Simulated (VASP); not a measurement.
Energy against volume of LiCl (rock salt). Method: RPBE GGA, VASP's PBE PAW potentials (set 64) (plane waves; VASP). Settings: 520 eV cut-off, 9×9×9 Γ-centred mesh, Gaussian smearing of 0.050 eV, potentials Li_sv Cl.

| V (Å³/atom) | E (eV/atom) |
|---|---|
| 17.009 | -3.50609 |
| 17.552 | -3.51095 |
| 18.095 | -3.51250 |
| 18.638 | -3.51125 |

Fit these four points and predict the energy of the run at 19.180 Å³/atom.

A cubic in V^(−2/3), the third-order Birch-Murnaghan form, passes through the four points with V0 = 18.11 Å³/atom and B0 = 27 GPa, and gives -3.5076 eV/atom there. The run gave -3.5076 eV/atom, +0.0 meV/atom from the fit; all five points give B0 = 27 GPa.

The compound is LiCl in the rock salt structure. It was relaxed first, which changed the volume by +7 %.
